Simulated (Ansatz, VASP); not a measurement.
**Hf3Be: VASP beside Ansatz**

```
Hf Be
1.0
    -2.09200    2.09200    4.35305
     2.09200   -2.09200    4.35305
     2.09200    2.09200   -4.35305
Hf Be
3 1
Direct
  0.50000 0.50000 0.00000
  0.25000 0.75000 0.50000
  0.75000 0.25000 0.50000
  0.00000 0.00000 0.00000
```

The cell comes from a database or a generator and needn't be the stable form of this composition.

Alike in both runs: task single point; functional PBE; k mesh 9 × 9 × 9; occupations fermi-dirac, width 0.05 eV; no spin polarisation.

|  | VASP | Ansatz |
| --- | --- | --- |
| version | VASP 6.6.1 | Ansatz 0.2.0 |
| potentials or method | VASP PAW PBE potentials, release 64 (Hf_pv, Be) | Ansatz PAW |
| plane-wave cutoff (eV) | 520 | 420 |
| valence electrons in the cell | 32 | 80 |

VASP gave:

```
gap on the k mesh at the Fermi level (eV)       : none
pressure (GPa)                                  : -0.3
largest component of the traceless stress (GPa) : 0.41
```

**Question.** Which values does Ansatz return?

**Answer.** gap on the k mesh at the Fermi level (eV): none; pressure (GPa): 0.0; largest component of the traceless stress (GPa): 0.39.

A gap of «none» marks a metal or a gap that the smearing closes. The functional is the same, so the differences come from potentials, cutoffs and numerics. The two sets of potentials don't hold the same shells in valence.

Spin-orbit coupling is left out, which matters for the levels of Hf.
